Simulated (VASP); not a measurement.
Consider the following.

```xyz
6
Lattice="3.9944 0.0000 0.0000 0.0000 3.9944 0.0000 0.0000 0.0000 3.9944" Properties=species:S:1:pos:R:3 pbc="T T T"
Tc     1.9972     1.9972     0.0000
Tc     0.0000     1.9972     1.9972
Tc     1.9972     0.0000     1.9972
N      0.0000     0.0000     1.9972
N      1.9972     0.0000     0.0000
N      0.0000     1.9972     0.0000
```

These are PBEsol GGA with spin-orbit coupling, VASP's PBE PAW potentials (set 64) (plane waves; VASP 6.6.1) values and carry that method's errors. Run with 520 eV cut-off, 7×7×7 Γ-centred mesh, Gaussian smearing of 0.050 eV, potentials Tc_pv N.

Question: What does the run give for the energy per atom (σ→0), band gap (over mesh and band path) with the smallest direct gap where there is one?

Answer: 
| Item | Value |
|---|---|
| band gap (over mesh and band path) | none (metal, semimetal or under 0.01 eV) |
| energy per atom (σ→0) | -980.8 kJ/mol-atom |

Only differences to runs with the same potentials and settings are physical.

The structure comes from a computed database's TcN entry (Pm-3m); how it stands against other phases isn't given here. It was relaxed first.
